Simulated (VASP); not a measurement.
Data:

```
CELL_PARAMETERS angstrom
      2.46192     0.00000     0.00000
      0.00000     2.46192     0.00000
      0.00000     0.00000    25.28177
ATOMIC_POSITIONS crystal
  Ni 0.00000 0.50000 0.32786
  Ni 0.50000 0.00000 0.39671
  Ni 0.00000 0.50000 0.46557
  Ni 0.50000 0.00000 0.53443
  Ni 0.00000 0.50000 0.60329
  Ni 0.50000 0.00000 0.67214
```
Starting moments (μB, in the order of the record's atoms Ni Ni Ni Ni Ni Ni): 0.8 0.8 0.8 0.8 0.8 0.8.

The numbers are results of r2SCAN meta-GGA, VASP's PBE PAW potentials (set 64) (plane waves; VASP 6.6.1), not measurements. Run with PREC = Normal, EDIFF = 1E-5, 400 eV cut-off, 11×11×1 Γ-centred mesh, first-order Methfessel-Paxton smearing of 0.10 eV, potentials Ni.

Question: The ions are relaxed. What does this cell relax into?

Answer: 
```
CELL_PARAMETERS angstrom
      2.46192     0.00000     0.00000
      0.00000     2.46192     0.00000
      0.00000     0.00000    25.28177
ATOMIC_POSITIONS crystal
  Ni 0.00000 0.50000 0.33050
  Ni 0.50000 0.00000 0.39651
  Ni 0.00000 0.50000 0.46569
  Ni 0.50000 0.00000 0.53431
  Ni 0.00000 0.50000 0.60349
  Ni 0.50000 0.00000 0.66950
``` The cell ends with 4.08 μB, on the sites 0.76 0.70 0.67 0.67 0.70 0.76 μB.

Question: How much energy does the relaxation gain?

Answer: The energy (σ→0) changes by -5.0 meV/atom, in 12 ionic steps.

The cell is a thin slab with vacuum, built from Ni (fcc): (100) face.
